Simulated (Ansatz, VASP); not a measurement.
**Cross-check of Al (Al(111), 5 layers) between VASP and Ansatz**

Aim: how closely do two programs agree when they are given the same cell, functional and k mesh? Of the first pair: The structure shown is the start of the Ansatz relaxation below; VASP solves that cell, so the two are compared at the walk's first step.

Method: plane waves, with VASP 6.6.1 beside it; single point at PBE, in Ansatz 0.2.0.

## Step 1: Starting point

The cell holds 5 atoms: 5 Al. Cell: a = 2.864 Å, b = 2.864 Å, c = 24.353 Å, α = 90.0°, β = 90.0°, γ = 60.0°. Vacuum lies along c.

## Step 2: Ansatz: relaxation, PBE

Ansatz runs on its default PAW (the set named soft_2) files.

The two programs are compared at the cell with which this relaxation starts, whose forces are those of its first step.

input.yaml reads:

```yaml
crystal:
  lattice:
    - [2.8637824638, 0.0, 0.0]
    - [1.4318912319, 2.4801083646, 0.0]
    - [0.0, 0.0, 24.3530743609]
  atoms:
    - { symbol: Al, position: [0.6666666667, 0.6666666667, 0.3079693302] }
    - { symbol: Al, position: [0.0, 0.0, 0.4039846651] }
    - { symbol: Al, position: [0.3333333333, 0.3333333333, 0.5] }
    - { symbol: Al, position: [0.6666666667, 0.6666666667, 0.5960153349] }
    - { symbol: Al, position: [0.0, 0.0, 0.6920306698] }
kpoints:
  mp_grid: { grid: [12, 12, 1] }
hamiltonian:
  xc: pbe
scf:
  occupations: { method: fermi_dirac, width: 0.1 }
  convergence: { dr2_threshold: 1.0e-08 }
efield:
  axis: 3
  dipole_correction: true
  ramp_position: 0.97
  ramp_width: 0.04
relax:
  f_tol: 0.01
  constraints: [{ sites: [0, 1, 2] }]
output:
  write_potential: true
  write_density: true
  volumetric_format: npy
```

Command:

```console
> ansatz run input.yaml --threads 2 --pin off --max-ram 4096MiB --backend cpu --events-out ev --progress --plain --runs-dir out
```

Numbers of over 12 decimals in the logs are rounded to 6 here.

What it wrote:

```text
Engine: ansatz 0.2.0, aarch64-unknown-linux-gnu
Pseudopotentials: kind: paw
Pseudopotential: Al, paw, valence charge 3, recommended cutoff 420 eV (normal), Al.paw.azcp
Functional definition: PBE
  parameter kappa = 0.804
  parameter beta = 0.066725
  exchange = pbe_x(kappa = kappa, mu = beta*pi^2/3)
  correlation = pbe_c(beta = beta)
Crystal: 5 atoms, lattice volume = 172.967 Å³
Basis set: ecut = 420 eV, 3405 PW (Γ), exchange–correlation on 40×40×360 points (8 copies of the dense FFT grid, shifted against one another)
Bands: 13, of which v1, the nominal top of the filled ones, is band 8 counted from 1 (7 counted from 0)
Symmetry: 6 space group operations
k-points: 19 of 144 (time reversal used)
Non-local potential: Al, projectors of the file, l = 0: 2, l = 1: 2, l = 2: 1
PAW form: soft (Blöchl's): semilocal exchange-correlation on the pseudo side does not see the compensation charge
PAW one-centre angular grid: Al, 110 points (default); XC on 64 Gauss nodes
Initial density: superposition of atomic densities (neutral atoms: chi_scale 0, normalization atom), corrected by the library's trained network
Initial wavefunctions: pseudopotential atomic-orbital guess
Functional: x = pbe(κ = 0.804, μ = 0.219515), c = pbe(β = 0.066725)
SCF iter   1: F=—  HF=-2686.826238 eV  |F-HF|=—  |Δ(HF+E_count)|=         —  Δρ=1.17e-3  dr2=3.75e-2  ethr=1.77e-3  p=0.001 e·Å  D=5.28e-4 V/Å  ΔV_dip=-0.01 eV  dr2_dipole=1.04e-4  V_vac-E_F(+/−)=3.97/3.98 eV  ⟨swp⟩=8.7  Hψ=2045  notcnv=0
efield: sawtooth ramp at fractional position 0.9700 (set: `efield.ramp_position`, or a place that a band, a saddle search or an elastic batch's reference lends), width 0.0400; the density the first Hamiltonian is built on has a dipole p = 0.001 e·Å; the dipole correction subtracts the counter field D = 5.28e-4 V/Å, which shifts the + side's vacuum level by -0.01 eV against the − side's; the planar-averaged density in the ramp window peaks in size at 3.2e-5 e/Å³
preconditioner: auto → LDOS  [metal: Δε(μ)=0.128 eV  Ē_g=6.784 eV  σ=0.100 eV  W_gap=0.31  n_scr=14 (ndim 8)  ℏωp=10.9 eV  f_vac=0.418  D(μ)=2.11/eV (n_scr^D=10)  β→1.0]
SCF iter   2: F=—  HF=-2686.824522 eV  |F-HF|=—  |Δ(HF+E_count)|=   1.72e-3  Δρ=3.32e-4  dr2=4.71e-4  ethr=2.50e-4  p=0.000 e·Å  D=5.57e-5 V/Å  ΔV_dip=-0.00 eV  dr2_dipole=1.22e-6  V_vac-E_F(+/−)=4.10/4.10 eV  ⟨swp⟩=1.4  Hψ=427  notcnv=0  defer=5
SCF iter   3: F=—  HF=-2686.824620 eV  |F-HF|=—  |Δ(HF+E_count)|=   9.82e-5  Δρ=7.12e-5  dr2=9.08e-5  ethr=3.14e-6  p=0.000 e·Å  D=2.46e-5 V/Å  ΔV_dip=-0.00 eV  dr2_dipole=6.67e-8  V_vac-E_F(+/−)=4.12/4.12 eV  ⟨swp⟩=2.2  Hψ=435  notcnv=0  defer=5
SCF iter   4: F=—  HF=-2686.824617 eV  |F-HF|=—  |Δ(HF+E_count)|=   3.30e-6  Δρ=1.82e-5  dr2=4.87e-6  ethr=6.05e-7  p=0.000 e·Å  D=1.11e-5 V/Å  ΔV_dip=-0.00 eV  dr2_dipole=3.10e-11  V_vac-E_F(+/−)=4.12/4.12 eV  ⟨swp⟩=1.5  Hψ=270  notcnv=0  defer=5
SCF iter   5: F=—  HF=-2686.824617 eV  |F-HF|=—  |Δ(HF+E_count)|=   4.65e-7  Δρ=3.45e-6  dr2=5.25e-8  ethr=3.25e-8  p=0.000 e·Å  D=4.26e-6 V/Å  ΔV_dip=-0.00 eV  dr2_dipole=1.46e-10  V_vac-E_F(+/−)=4.12/4.12 eV  ⟨swp⟩=2.2  Hψ=329  notcnv=0  defer=5
SCF iter   6: F=-2686.824617 eV  HF=-2686.824617 eV  |F-HF|=3.18e-10  |Δ(HF+E_count)|=   1.01e-7  Δρ=1.11e-6  dr2=5.79e-9  ethr=6.67e-11  p=0.000 e·Å  D=2.43e-6 V/Å  ΔV_dip=-0.00 eV  dr2_dipole=1.13e-12  V_vac-E_F(+/−)=4.12/4.12 eV  ⟨swp⟩=9.8  Hψ=1651  notcnv=0
SCF 1 converged in 6 iterations: F = -2686.824617 eV  dr2 = 5.79e-9
  greatest PAW one-centre occupation: 0.462 electrons in one spin orbital (limit 2), on the Al atom at site 0 (counted from 0), in its partial waves of l = 0
relax step   1: F+E_penalty+E_count = -2686.82461663 eV  Δ(F+E_penalty+E_count) = +0.000e0 eV  max|allowed force component| = 7.747e-2 eV/Å  Δτ_max = 0.0000 Å  (6 SCF iters, accepted)
[...]
relax step   2: F+E_penalty+E_count = -2686.82528428 eV  Δ(F+E_penalty+E_count) = -6.676e-4 eV  max|allowed force component| = 2.415e-2 eV/Å  Δτ_max = 0.0183 Å  (6 SCF iters, accepted)
[...]
relax step   3: F+E_penalty+E_count = -2686.82535128 eV  Δ(F+E_penalty+E_count) = -6.700e-5 eV  max|allowed force component| = 6.409e-4 eV/Å  Δτ_max = 0.0038 Å  (5 SCF iters, accepted)
NSCF: frozen V_eff on 19 k-points
the band table was solved once a step of the walk had ended and its energy, with any forces and stress, was formed, with the checks that follow a solve (2312 applications of the Hamiltonian). They found nothing against the state; the energy, forces and stress were not computed again (output.eigenvalues in the input reference)
WARN: The output density's exchange-correlation potential varies sharply where the density is thin. Do not read a vacuum level from v_tot or v_xc, or from such a field of the output density. On a cell that repeats whose density bears no net charge and no dipole along the vacuum's axis use v_es (v_loc + v_h of the components); under efield.dipole_correction with no amplitude use v_es + v_field, which holds any externa [...]
SCF converged after 5 iterations
Free energy (F): -2686.825351 eV
Harris-Foulkes:  -2686.825351 eV  (|F-HF|=2.69e-10)
Internal energy: -2686.756078 eV  (E = F + TS)
E sigma→0 (E₀):  -2686.790715 eV
Entropy (-TS):   -0.069273 eV (-13.855 meV/atom)
Fermi energy:    1.694796 eV
Dipole field:    D = 0.000219 V/Å  (p = 0.000209 e·Å, saw-weighted, corrected)
Work function:   Φ+ = 4.1155 eV   Φ− = 4.1208 eV
Levels:          The Fermi level and band energies are counted from a zero that moves with the ramp; work functions are not
--- Per-component energies (eV) ---
  E_band       = -37.592453
  E_kinetic    = 109.612213
  E_local      = -3114.855625  (includes V_loc(G=0)·N_el)
  E_nonlocal   = 51.955035
  E_hartree    = 1537.697635
  E_xc         = -196.263750
  E_vxc        = -141.551314  (∫ρ·V_xc dr)
  E_paw        = -2336.482268  (= ΣΔE_a)
  E_vpaw       = -18.147002  (= ΣTr[D̂ρ^β])
  E_aug_tail   = -0.000011  (compensation charges beyond the density's cutoff)
  E_efield     = 0.000000  (sawtooth field / dipole correction)
  E_vefield    = -0.000802  (∫n·V_field dr)
  E_ewald      = 1261.580692
  E_smearing   = -0.069273  (= −TS)
  E_closure    = -0.000000  (closes the sum)
  Σ components = -2686.825351   (vs F -2686.825351, Δ=0.00e0)
--- Forces (eV/Å), atoms counted from 1 ---
  atom   1  Al    -0.00000000     0.00000000    -0.05534086
  atom   2  Al     0.00000000     0.00000000     0.07598102
  atom   3  Al    -0.00000000     0.00000000    -0.02099529
  atom   4  Al    -0.00000000    -0.00000000    -0.00028422
  atom   5  Al    -0.00000000    -0.00000000     0.00064085
  max |Σ_I F_I| component: 1.50e-6 eV/Å
--- Band table (eV; the first three rows and the last of 19) ---
  k-point 0: bands = [... 4 lower, -3.9265, -1.8763, 0.5357, 2.8920, 4.7161, 5.7394, 5.9862, 7.6949, ... 1 higher]
  k-point 1: bands = [... 4 lower, -3.7625, -1.7200, 0.6917, 3.0454, 4.8739, 5.9011, 6.1476, 7.8430, ... 1 higher]
  k-point 2: bands = [... 4 lower, -3.2729, -1.2518, 1.1548, 3.4910, 5.3166, 6.3352, 6.5768, 7.0124, ... 1 higher]
  k-point 18: bands = [... 4 lower, -0.6973, -0.6886, 0.1252, 0.1350, 0.6327, 1.4118, 2.3517, 2.3622, ... 1 higher]
--- Relaxed structure (3 steps of the walk, 3 accepted, 0 SCFs on fresh bases) ---
  F+E_penalty+E_count = -2686.82535128 eV   max|allowed force component| = 6.409e-4 eV/Å
  atoms:
    - { symbol: Al, position: [0.666667, 0.666667, 0.3079693302] }
    - { symbol: Al, position: [0.0, 0.0, 0.403985] }
    - { symbol: Al, position: [0.333333, 0.333333, 0.5] }
    - { symbol: Al, position: [0.666667, 0.666667, 0.595673] }
    - { symbol: Al, position: [3.745857683570771e-19, 0, 0.692626] }
```

## Step 3: VASP: single point, PBE, start cell, pair 1

The same cell, functional, mesh and smearing now go to VASP, with its own data sets.

Lines of VASP's logs that name or quote its potential files are left out, and so is its time.

INCAR reads:

```
SYSTEM = Al
PREC = Accurate
ENCUT = 400
EDIFF = 1E-06
NELM = 120
ISMEAR = -1
SIGMA = 0.1
LREAL = .FALSE.
ALGO = Normal
GGA = PE
NBANDS = 13
LORBIT = 11
LWAVE = .FALSE.
LCHARG = .FALSE.
ISIF = 2
LDIPOL = .TRUE.
IDIPOL = 3
DIPOL = 0.5 0.5 0.5
LVHAR = .TRUE.
LASPH = .TRUE.
GGA_COMPAT = .FALSE.
NELMDL = -8
KPAR = 2
```

POSCAR reads:

```
Al
1.0
    2.8637824638      0.0000000000      0.0000000000
    1.4318912319      2.4801083646      0.0000000000
    0.0000000000      0.0000000000     24.3530743609
Al
5
Direct
    0.6666664958      0.6666669140      0.3079693302
    0.9999998292      0.0000002474      0.4039846614
    0.3333331625      0.3333335807      0.4999999926
    0.6666664958      0.6666669140      0.5960153238
    0.9999998292      0.0000002474      0.6920306549
```

KPOINTS reads:

```
Automatic mesh
0
Gamma
12 12 1
0 0 0
```

The projector-augmented-wave data sets are Al (PBE family, release 64).

Command:

```console
> mpirun -np 2 vasp_std
```

What it wrote:

```text
[banner, memory and clock lines left out]
running    2 mpi-ranks, on    1 nodes
 distrk:  each k-point on    1 cores,    2 groups
 distr:  one band on    1 cores,    1 groups

 POSCAR found type information on POSCAR Al
 POSCAR found :  1 types and       5 ions
 LDA part: xc-table for (Slater+PW92), standard interpolation
 POSCAR, INCAR and KPOINTS ok, starting setup
 FFT: planning ... GRIDC
 FFT: planning ... GRID_SOFT
 FFT: planning ... GRID
 WAVECAR not read
 entering main loop
       N       E                     dE             d eps       ncg     rms          rms(c)
DAV:   1     0.311406276789E+02    0.31141E+02   -0.40171E+03   494   0.652E+02
DAV:   2    -0.166132730853E+02   -0.47754E+02   -0.43503E+02   691   0.115E+02
DAV:   3    -0.186181848310E+02   -0.20049E+01   -0.19568E+01   678   0.238E+01
DAV:   4    -0.186866516808E+02   -0.68467E-01   -0.68338E-01   727   0.541E+00
DAV:   5    -0.186887700364E+02   -0.21184E-02   -0.21180E-02   758   0.948E-01
DAV:   6    -0.186888884450E+02   -0.11841E-03   -0.11841E-03   821   0.185E-01
DAV:   7    -0.186888902796E+02   -0.18346E-05   -0.18346E-05   740   0.236E-02
DAV:   8    -0.186888903453E+02   -0.65734E-07   -0.65779E-07   564   0.414E-03    0.313E+00
DAV:   9    -0.182864258150E+02    0.40246E+00   -0.28622E+00   560   0.828E+00    0.204E+00
DAV:  10    -0.181080581399E+02    0.17837E+00   -0.81358E-01   580   0.585E+00    0.126E+00
DAV:  11    -0.180445445842E+02    0.63514E-01   -0.19884E-01   584   0.221E+00    0.320E-01
DAV:  12    -0.180429389737E+02    0.16056E-02   -0.12561E-02   618   0.688E-01    0.212E-01
DAV:  13    -0.180419466154E+02    0.99236E-03   -0.12117E-03   623   0.201E-01    0.128E-01
DAV:  14    -0.180405916231E+02    0.13550E-02   -0.10626E-03   584   0.142E-01    0.349E-02
DAV:  15    -0.180404937344E+02    0.97889E-04   -0.30985E-04   614   0.772E-02    0.216E-02
DAV:  16    -0.180405194161E+02   -0.25682E-04   -0.22542E-04   554   0.579E-02    0.107E-02
DAV:  17    -0.180405944826E+02   -0.75067E-04   -0.29428E-05   593   0.288E-02    0.643E-03
DAV:  18    -0.180407356981E+02   -0.14122E-03   -0.25568E-05   549   0.180E-02    0.429E-03
DAV:  19    -0.180407932381E+02   -0.57540E-04   -0.91239E-06   591   0.101E-02    0.217E-03
DAV:  20    -0.180408918159E+02   -0.98578E-04   -0.64274E-06   512   0.718E-03    0.106E-03
DAV:  21    -0.180409370332E+02   -0.45217E-04   -0.60364E-06   475   0.606E-03    0.622E-04
DAV:  22    -0.180409453841E+02   -0.83510E-05   -0.71925E-07   461   0.247E-03    0.292E-04
DAV:  23    -0.180409458719E+02   -0.48775E-06   -0.22786E-08   386   0.774E-04
   1 F= -.18040946E+02 E0= -.18006100E+02  d E =-.696910E-01
```

OUTCAR, selected parts (step 3):

```text
ion  position               nearest neighbor table
   1  0.667  0.667  0.308-   2 2.86   2 2.86   2 2.86
   2  1.000  0.000  0.404-   3 2.86   1 2.86   1 2.86   3 2.86   3 2.86   1 2.86
   3  0.333  0.333  0.500-   2 2.86   4 2.86   4 2.86   2 2.86   4 2.86   2 2.86
   4  0.667  0.667  0.596-   5 2.86   5 2.86   5 2.86   3 2.86   3 2.86   3 2.86
   5  1.000  0.000  0.692-   4 2.86   4 2.86   4 2.86

  LATTYP: Found a hexagonal cell.
 ALAT       =     2.8637824638
 C/A-ratio  =     8.5038143324

 Subroutine GETGRP returns: Found 12 space group operations
 (whereof  6 operations were pure point group operations)

The static configuration has the point symmetry C_3v.
 The point group associated with its full space group is D_3d.

 Found     19 irreducible k-points:

   k-points           NKPTS =     19   k-points in BZ     NKDIM =     19   number of bands    NBANDS=     13

   dimension x,y,z NGX =    20 NGY =   20 NGZ =  160
   dimension x,y,z NGXF=    40 NGYF=   40 NGZF=  320

   ENCUT  =  400.0 eV  29.40 Ry    5.42 a.u.   4.67  4.67 39.71*2*pi/ulx,y,z

   NELECT =      15.0000    total number of electrons

 k-points in reciprocal lattice and weights: Automatic mesh
   0.00000000  0.00000000  0.00000000       0.007
   0.08333333 -0.00000000  0.00000000       0.042
   0.16666667 -0.00000000  0.00000000       0.042
   0.25000000 -0.00000000  0.00000000       0.042
   0.33333333 -0.00000000  0.00000000       0.042
   0.41666667 -0.00000000  0.00000000       0.042
   0.50000000 -0.00000000  0.00000000       0.021
   0.16666667  0.08333333  0.00000000       0.042
   0.25000000  0.08333333  0.00000000       0.083
[...]
-0.41666667  0.25000000  0.00000000       0.083
  -0.33333333  0.33333333  0.00000000       0.014

 dipolmoment           0.000000      0.000000      0.000003 electrons x Angstroem

 average (electrostatic) potential at core
       1 -79.0045       2 -78.8953       3 -78.8898       4 -78.8953       5 -79.0044

 E-fermi :   1.7194

 k-point     1 :       0.0000    0.0000    0.0000
  band No.  band energies     occupation
    ...
      3      -7.3290      2.00000
      4      -5.8041      2.00000
      5      -3.8980      2.00000
      6      -1.8510      2.00000
      7       0.5667      1.99998
      8       2.9383      0.00001
      9       4.7570      0.00000
     10       5.7830      0.00000
     11       6.0180      0.00000
     12       7.7163      0.00000
    ...

 k-point     2 :       0.0833   -0.0000    0.0000
  band No.  band energies     occupation
    ...
      3      -7.1638      2.00000
      4      -5.6400      2.00000
      5      -3.7341      2.00000
      6      -1.6945      2.00000
      7       0.7227      1.99991
      8       3.0918      0.00000
      9       4.9149      0.00000
     10       5.9448      0.00000
     11       6.1796      0.00000
     12       7.8642      0.00000
    ...

 k-point     3 :       0.1667   -0.0000    0.0000
  band No.  band energies     occupation
    ...
      3      -6.6694      2.00000
      4      -5.1492      2.00000
      5      -3.2445      2.00000
      6      -1.2257      2.00000
      7       1.1860      1.99040
      8       3.5372      0.00000
      9       5.3580      0.00000
     10       6.3773      0.00000
     11       6.6111      0.00000
     12       7.0439      0.00000
    ...

  Total       -1.6307559     -1.6307559      0.1431298      0.0000000      0.0000000      0.0000000
  in kB      -15.1054986    -15.1054986      1.3257939      0.0000000      0.0000000      0.0000000
  external PRESSURE =      -9.6284011 kB  Pullay stress =       0.0000000 kB

  energy-cutoff  :      400.00
  volume of cell :      172.97
      direct lattice vectors                 reciprocal lattice vectors
     2.863782464  0.000000000  0.000000000     0.349188534 -0.201604094  0.000000000
     1.431891232  2.480108365  0.000000000     0.000000000  0.403208188  0.000000000
     0.000000000  0.000000000 24.353074361     0.000000000  0.000000000  0.041062577

 POSITION                                       TOTAL-FORCE (eV/Angst)
 -----------------------------------------------------------------------------------
      2.86378      1.65341      7.50000        -0.000000      0.000000     -0.055580
      2.86378      0.00000      9.83827         0.000000      0.000000      0.078016
      1.43189      0.82670     12.17654        -0.000000      0.000000      0.000000
      2.86378      1.65341     14.51481        -0.000000      0.000000     -0.078016
      2.86378      0.00000     16.85307         0.000000     -0.000000      0.055580
 -----------------------------------------------------------------------------------
    total drift:                               -0.000014      0.000063      0.000085

  FREE ENERGIE OF THE ION-ELECTRON SYSTEM (eV)
  ---------------------------------------------------
  free  energy   TOTEN  =       -18.0409458719 eV

  energy  without entropy=      -17.9712548255  energy(sigma->0) =      -18.00610035

 vacuum level on the upper side and lower side of the slab         5.843         5.843

 total charge
# of ion       s       p       d       tot
------------------------------------------
    1        0.451   0.306   0.000   0.757
    2        0.431   0.337   0.000   0.768
    3        0.433   0.335   0.000   0.768
    4        0.431   0.337   0.000   0.768
    5        0.451   0.306   0.000   0.757
--------------------------------------------------
tot          2.197   1.621   0.000   3.818

[... 3 further parts left out ...]
```

## Step 4: Comparison

Known differences besides the potentials themselves: the cutoff is 420 eV in Ansatz and 400 eV in VASP. Total energies have different zeros and are not compared.

Forces (eV/Å; atoms numbered as in POSCAR):

```
atom        Ansatz x, y, z          VASP x, y, z
 Al1  0.000, 0.000, -0.057  0.000, 0.000, -0.056
 Al2   0.000, 0.000, 0.077   0.000, 0.000, 0.078
 Al3   0.000, 0.000, 0.000   0.000, 0.000, 0.000
 Al4  0.000, 0.000, -0.077  0.000, 0.000, -0.078
 Al5   0.000, 0.000, 0.057   0.000, 0.000, 0.056
```

The forces differ by 0.5 meV/Å r.m.s., which is 1.5 % of the r.m.s. force of 0.035 eV/Å (both taken over all components). With vacuum in the cell, a pressure given here is an average over mostly empty space and none of the material.

(Continued in part 2 of 2.)

[Lines on the potential files, build, host, timing and source positions are cut from VASP's logs without a mark.]

[Logs are printed without paths, hosts, clocks, repeated set-up lines and the standing remarks that a program may print on its own settings, such as how far it seeks lower states.]

[Hosts, paths, dates, database ids (printed as entryN), source tags and the programs' standing remarks are cut or masked in the printed files.]
